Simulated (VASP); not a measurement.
# FeGe: formation energy of interstitial Li, part 2 of 6

Aim: the formation energy and local structure of interstitial Li in FeGe. The start is a cell from a database of measured crystal structures.

VASP 6.6.1, plane waves and PAW; the level of theory is named at each step.

Still holding for the runs below: The magnetic state follows from one typed start and may not be the lowest. The k-mesh is coarse for a metal.

So far. Step 2 (The host at zero pressure): The run ended after 7 ionic steps, 0.163 eV below its first step, once forces and stress met EDIFFG = -0.02. The relaxed cell has a = 4.605 Å (conventional setting).

The database entry behind the starting cell differs from later determinations by our own check (about 0.2 % short), so it need not match the best structure at ambient conditions.

### 3. Relax the host again, on a new basis

Level of this step: PBEsol, spin-polarised from a ferromagnetic start; plane waves and PAW (Ge, Fe) (VASP).

The volume changed by more than 5 %, so the plane waves of the start no longer fit; a second relaxation removes that error.

INCAR reads:

```
SYSTEM = FeGe
PREC = Accurate
ENCUT = 350
EDIFF = 1E-06
NELM = 120
ISMEAR = 0
SIGMA = 0.05
LREAL = .FALSE.
ALGO = Normal
GGA = PS
NBANDS = 43
ISPIN = 2
MAGMOM = 0 0 0 0 3 3 3 3
LASPH = .TRUE.
LMAXMIX = 4
LORBIT = 11
LWAVE = .FALSE.
LCHARG = .FALSE.
KPAR = 4
IBRION = 2
NSW = 30
ISIF = 3
EDIFFG = -0.02
POTIM = 0.4
```

POSCAR reads:

```
FeGe
1.0
    4.6046512967      0.0000000000      0.0000000000
    0.0000000000      4.6046512967      0.0000000000
    0.0000000000      0.0000000000      4.6046512967
Ge Fe
4 4
Direct
    0.1583620952      0.3416379048      0.6583620952
    0.3416379048      0.6583620952      0.1583620952
    0.6583620952      0.1583620952      0.3416379048
    0.8416379048      0.8416379048      0.8416379048
    0.8638707906      0.6361292094      0.3638707906
    0.6361292094      0.3638707906      0.8638707906
    0.3638707906      0.8638707906      0.6361292094
    0.1361292094      0.1361292094      0.1361292094
```

KPOINTS reads:

```
Automatic mesh
0
Gamma
4 4 4
0 0 0
```

The projector-augmented-wave data sets are Ge and Fe (PBE family, release 64).

Command:

```console
$ mpirun -np 4 vasp_std
```

What it wrote:

```text
[banner, memory and clock lines left out]
running    4 mpi-ranks, on    1 nodes
 distrk:  each k-point on    1 cores,    4 groups
 distr:  one band on    1 cores,    1 groups

 POSCAR found type information on POSCAR GeFe
 POSCAR found :  2 types and       8 ions
 [... a notice as in an earlier step ...]

 LDA part: xc-table for (Slater+PW92), standard interpolation
 POSCAR, INCAR and KPOINTS ok, starting setup
 FFT: planning ... GRIDC
 FFT: planning ... GRID_SOFT
 FFT: planning ... GRID
 WAVECAR not read
 entering main loop
       N       E                     dE             d eps       ncg     rms          rms(c)
DAV:   1     0.285376677799E+03    0.28538E+03   -0.14652E+04  1892   0.899E+02
DAV:   2    -0.400374202446E+02   -0.32541E+03   -0.30207E+03  1901   0.254E+02
DAV:   3    -0.612145318252E+02   -0.21177E+02   -0.19815E+02  2226   0.782E+01
DAV:   4    -0.617072368315E+02   -0.49271E+00   -0.48849E+00  2234   0.121E+01
DAV:   5    -0.617128648738E+02   -0.56280E-02   -0.56244E-02  2193   0.106E+00    0.280E+01
DAV:   6    -0.662332763963E+02   -0.45204E+01   -0.53150E+01  2338   0.961E+01    0.279E+01
DAV:   7    -0.570488256885E+02    0.91845E+01   -0.24563E+01  2204   0.678E+01    0.666E+00
DAV:   8    -0.570285980915E+02    0.20228E-01   -0.15596E+00  2110   0.539E+00    0.325E+00
DAV:   9    -0.569457099022E+02    0.82888E-01   -0.10100E-01  2567   0.350E+00    0.125E+00
DAV:  10    -0.569328933564E+02    0.12817E-01   -0.12668E-02  2506   0.782E-01    0.370E-01
DAV:  11    -0.569315556071E+02    0.13377E-02   -0.14155E-03  2365   0.302E-01    0.122E-01
DAV:  12    -0.569314637956E+02    0.91811E-04   -0.13345E-04  2583   0.928E-02    0.602E-02
DAV:  13    -0.569314544022E+02    0.93934E-05   -0.21259E-05  2840   0.324E-02    0.217E-02
DAV:  14    -0.569314552962E+02   -0.89397E-06   -0.83699E-06  2051   0.314E-02
   1 F= -.56931455E+02 E0= -.56926749E+02  d E =-.569315E+02  mag=     3.9798
 curvature:   0.00 expect dE= 0.000E+00 dE for cont linesearch  0.000E+00
 trial: gam= 0.00000 g(F)=  0.441E-04 g(S)=  0.722E-04 ort = 0.000E+00 (trialstep = 0.100E+01)
 search vector abs. value=  0.116E-03
 reached required accuracy - stopping structural energy minimisation
```

Wall time 35 s (4 MPI ranks of Intel Xeon Platinum 8488C (Sapphire Rapids), shared host); peak memory 0.74 GiB; 1.9 min of CPU time.

OUTCAR, selected parts (step 3):

```text
  LATTYP: Found a simple cubic cell.
 ALAT       =     4.6046512967

 Found     11 irreducible k-points:

   dimension x,y,z NGX =    28 NGY =   28 NGZ =   28
   dimension x,y,z NGXF=    56 NGYF=   56 NGZF=   56

   ENCUT  =  350.0 eV  25.72 Ry    5.07 a.u.   7.02  7.02  7.02*2*pi/ulx,y,z

   NELECT =      48.0000    total number of electrons

 E-fermi :   7.3204

 spin component 1
 k-point     1 :       0.0000    0.0000    0.0000
  band No.  band energies     occupation
    ...
     23       6.5562      1.00000
     24       6.5562      1.00000
     25       7.1970      0.99976
     26       7.1970      0.99976
     27       7.1970      0.99976
     28       9.3762      0.00000
     29       9.3762      0.00000
     30       9.3762      0.00000
     31      10.3213      0.00000
     32      10.3213      0.00000
    ...

 k-point     2 :       0.2500    0.0000    0.0000
  band No.  band energies     occupation
    ...
     22       6.4585      1.00000
     23       6.5944      1.00000
     24       6.7126      1.00000
     25       7.0028      1.00000
     26       7.0515      1.00000
     27       8.1418      0.00000
     28       8.5626      0.00000
     29       8.8371      0.00000
     30       9.1038      0.00000
     31       9.4195      0.00000
    ...

 k-point     3 :       0.5000    0.0000    0.0000
  band No.  band energies     occupation
    ...
     22       6.3346      1.00000
     23       6.6856      1.00000
     24       6.6856      1.00000
     25       6.8674      1.00000
     26       6.8674      1.00000
     27       8.3727      0.00000
     28       8.3727      0.00000
     29       8.4416      0.00000
     30       8.4416      0.00000
     31      11.3262      0.00000
    ...

 k-point     4 :       0.2500    0.2500    0.0000
  band No.  band energies     occupation
    ...
     22       6.2826      1.00000
     23       6.5042      1.00000
     24       6.6780      1.00000
     25       6.8374      1.00000
     26       7.1138      1.00000
     27       8.0303      0.00000
     28       8.5287      0.00000
     29       9.0343      0.00000
     30       9.3286      0.00000
     31       9.6087      0.00000
    ...

  Total        0.0706481      0.0706481      0.0706481      0.0000000     -0.0000000     -0.0000000
  in kB        1.1593673      1.1593673      1.1593673      0.0000000     -0.0000000     -0.0000000
  external PRESSURE =       1.1593673 kB  Pullay stress =       0.0000000 kB

  energy-cutoff  :      350.00
  volume of cell :       97.63
      direct lattice vectors                 reciprocal lattice vectors
     4.604651297  0.000000000  0.000000000     0.217171711  0.000000000  0.000000000
     0.000000000  4.604651297  0.000000000     0.000000000  0.217171711  0.000000000
     0.000000000  0.000000000  4.604651297     0.000000000  0.000000000  0.217171711

 POSITION                                       TOTAL-FORCE (eV/Angst)
 -----------------------------------------------------------------------------------
      0.72920      1.57312      3.03153        -0.007939      0.007939     -0.007939
      1.57312      3.03153      0.72920         0.007939     -0.007939     -0.007939
      3.03153      0.72920      1.57312        -0.007939     -0.007939      0.007939
      3.87545      3.87545      3.87545         0.007939      0.007939      0.007939
      3.97782      2.92915      1.67550        -0.005673      0.005673     -0.005673
      2.92915      1.67550      3.97782         0.005673     -0.005673     -0.005673
      1.67550      3.97782      2.92915        -0.005673     -0.005673      0.005673
      0.62683      0.62683      0.62683         0.005673      0.005673      0.005673
 -----------------------------------------------------------------------------------
    total drift:                               -0.000000     -0.000001     -0.000000

  FREE ENERGIE OF THE ION-ELECTRON SYSTEM (eV)
  ---------------------------------------------------
  free  energy   TOTEN  =       -56.9314552962 eV

  energy  without entropy=      -56.9220434394  energy(sigma->0) =      -56.92674937

 total charge
# of ion       s       p       d       tot
------------------------------------------
    1        1.118   1.284   0.159   2.560
    2        1.118   1.284   0.159   2.560
    3        1.118   1.284   0.159   2.560
    4        1.118   1.284   0.159   2.560
    5        0.395   0.537   6.505   7.437
    6        0.395   0.537   6.505   7.437
    7        0.395   0.537   6.505   7.437
    8        0.395   0.537   6.505   7.437
--------------------------------------------------
tot          6.052   7.284  26.654  39.990

 magnetization (x)
# of ion       s       p       d       tot
------------------------------------------
    1       -0.011  -0.054  -0.004  -0.069
    2       -0.011  -0.054  -0.004  -0.069
    3       -0.011  -0.054  -0.004  -0.069
    4       -0.011  -0.054  -0.004  -0.069
    5       -0.000  -0.003   1.090   1.086
    6       -0.000  -0.003   1.090   1.086
    7       -0.000  -0.003   1.090   1.086
    8       -0.000  -0.003   1.090   1.086
--------------------------------------------------
tot         -0.047  -0.229   4.344   4.068

[... 5 parts as in an earlier step ...]

[... 10 further parts left out ...]
```

CONTCAR:

```
FeGe
   1.00000000000000
     4.6046512967000002    0.0000000000000000    0.0000000000000000
     0.0000000000000000    4.6046512967000002    0.0000000000000000
     0.0000000000000000    0.0000000000000000    4.6046512967000002
  Ge              Fe
     4     4
Direct
     0.1583620951999976    0.3416379048000024    0.6583620951999976
     0.3416379048000024    0.6583620951999976    0.1583620951999976
     0.6583620951999976    0.1583620951999976    0.3416379048000024
     0.8416379048000024    0.8416379048000024    0.8416379048000024
     0.8638707906000036    0.6361292093999964    0.3638707905999965
     0.6361292093999964    0.3638707905999965    0.8638707906000036
     0.3638707905999965    0.8638707906000036    0.6361292093999964
     0.1361292094000035    0.1361292094000035    0.1361292094000035
```

Little changed from the start: no atom moved by 0.005 Å and no cell edge by 0.1 %.

Numbers from this step:

- electronic cycles: 14
- free energy (TOTEN): -56.9315 eV
- energy at zero smearing: -56.9267 eV
- Fermi energy: 7.320 eV

The start already met the threshold, so nothing moved.

(Continued in part 3 of 6.)

[Lines on the potential files, build, host, timing and source positions are cut from VASP's logs without a mark.]

[Logs are printed without paths, hosts, clocks, repeated set-up lines and the standing remarks that a program may print on its own settings, such as how far it seeks lower states.]

[Hosts, paths, dates, database ids (printed as entryN), source tags and the programs' standing remarks are cut or masked in the printed files.]

[In band tables of VASP the shares of atoms and orbitals are scaled to a sum of 1 inside the atoms' spheres.]

[Runs that stopped without an error message from VASP are left out.]
